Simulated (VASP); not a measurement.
Given:

```
GdN
1.0
    0.00000     2.51405     2.51405
    2.51405     0.00000     2.51405
    2.51405     2.51405     0.00000
Gd N
1 1
Direct
  0.00000   0.00000   0.00000
  0.50000   0.50000   0.50000
```

All values below come from MS2 meta-GGA, VASP's PBE PAW potentials (set 64) (plane waves; VASP 6.6.1). Numerical set-up: 520 eV cut-off, 13×13×13 Γ-centred mesh, first-order Methfessel-Paxton smearing of 0.10 eV, potentials Gd_3 N.

The 4f electrons are frozen in the core of the lanthanide potential, so 4f levels, which can set the real gap, and their magnetism are missing.

Task: Give the stress tensor in GPa (positive for a compressed cell).

Result: 
```
-8.75   0.00   0.00
 0.00  -8.75   0.00
 0.00   0.00  -8.75
```
The pressure is its mean diagonal, -8.75 GPa.

The compound is GdN in the rock salt structure. This cell is one point of a volume scan, at 1.06 of the reference volume.
